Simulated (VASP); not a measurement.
```
Ir
1.0
    0.00000     1.91661     1.91661
    1.91661     0.00000     1.91661
    1.91661     1.91661     0.00000
Ir
1
Cartesian
  0.00000   0.00000   0.00000
```

Method: PBEsol GGA, VASP's PBE PAW potentials (set 64) (plane waves; VASP). Run with 480 eV cut-off, 16×16×16 Γ-centred mesh, first-order Methfessel-Paxton smearing of 0.10 eV, potentials Ir.

Each row applies one change to this cell, which was relaxed at other settings and keeps the small stress of the first row; at a fixed cut-off the stress holds a Pulay part, so it need not integrate to ΔE exactly. Stress is in GPa, positive when the cell is compressed.

| change | ΔE (meV/atom) | σxx | σyy | σzz | largest shear component, with its sign (GPa) | largest force (eV/Å) |
|---|---|---|---|---|---|---|
| none | 0.0 | 0.30 | 0.30 | 0.30 | 0.00 | 0.000 |
| isotropic strain of +2.0 % | 54.8 | -19.64 | -19.64 | -19.64 | 0.00 | 0.000 |
| biaxial strain of +0.5 % in the yz plane | 1.6 | -2.27 | -4.11 | -4.11 | 0.00 | 0.000 |
| biaxial strain of +1.5 % in the xz plane | ? | ? | ? | ? | ? | ? |
| isotropic strain of -3.0 % | 160.5 | 45.25 | 45.25 | 45.25 | 0.00 | 0.000 |
| uniaxial strain of -1.0 % along z | ? | ? | ? | ? | ? | ? |
| uniaxial strain of +0.5 % along x | 0.5 | -2.86 | -1.00 | -1.00 | 0.00 | 0.000 |

Problem. Some entries are withheld; supply them.

Solution. 
- uniaxial strain of -1.0 % along z, ΔE (meV/atom): 3.3
- uniaxial strain of -1.0 % along z, σxx: 3.05
- uniaxial strain of -1.0 % along z, σyy: 3.05
- uniaxial strain of -1.0 % along z, σzz: 6.93
- uniaxial strain of -1.0 % along z, largest shear component, with its sign (GPa): 0.00
- uniaxial strain of -1.0 % along z, largest force (eV/Å): 0.000
- biaxial strain of +1.5 % in the xz plane, ΔE (meV/atom): 16.0
- biaxial strain of +1.5 % in the xz plane, σxx: -12.16
- biaxial strain of +1.5 % in the xz plane, σyy: -7.00
- biaxial strain of +1.5 % in the xz plane, σzz: -12.16
- biaxial strain of +1.5 % in the xz plane, largest shear component, with its sign (GPa): 0.00
- biaxial strain of +1.5 % in the xz plane, largest force (eV/Å): 0.000

Failed runs are left out, and for metals the shear rows, which the mesh's noise covers.

The compound is Ir in the fcc structure.
